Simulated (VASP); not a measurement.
Given:

```
AlNi3
1.0
    3.67683     0.00000     0.00000
    0.00000     3.67683     0.00000
    0.00000     0.00000     3.67683
Al Ni
1 3
Direct
  0.00000   0.00000   0.00000
  0.00000   0.50000   0.50000
  0.50000   0.00000   0.50000
  0.50000   0.50000   0.00000
```
Starting moments (μB, in the order of the record's atoms Al Ni Ni Ni): 0.0 -0.3 -0.3 -0.3.

The numbers are results of vdW-DF2, VASP's PBE PAW potentials (set 64) (plane waves; VASP 6.6.1), not measurements. Numerical set-up: 520 eV cut-off, 8×8×8 Γ-centred mesh, first-order Methfessel-Paxton smearing of 0.10 eV, potentials Al Ni.

Problem. What does the run give for the cell moment, energy per atom (σ→0), pressure, band gap (on the k-mesh) with the smallest direct gap where there is one?

Solution. 
- band gap (on the k-mesh) = none (metal, semimetal or under 0.01 eV)
- cell moment = -0.75 μB
- energy per atom (σ→0) = -2.434 eV/atom
- pressure = -4.24 GPa

Problem. Give the moment on each site (PAW-sphere projection).

Solution. 
```csv
site,moment (μB)
Al1,0.01
Ni2,-0.27
Ni3,-0.27
Ni4,-0.27
```

Only differences to runs with the same potentials and settings are physical.

The compound is Ni3Al in the L1_2 structure. This cell is one point of a volume scan, at 1.03 of the reference volume.
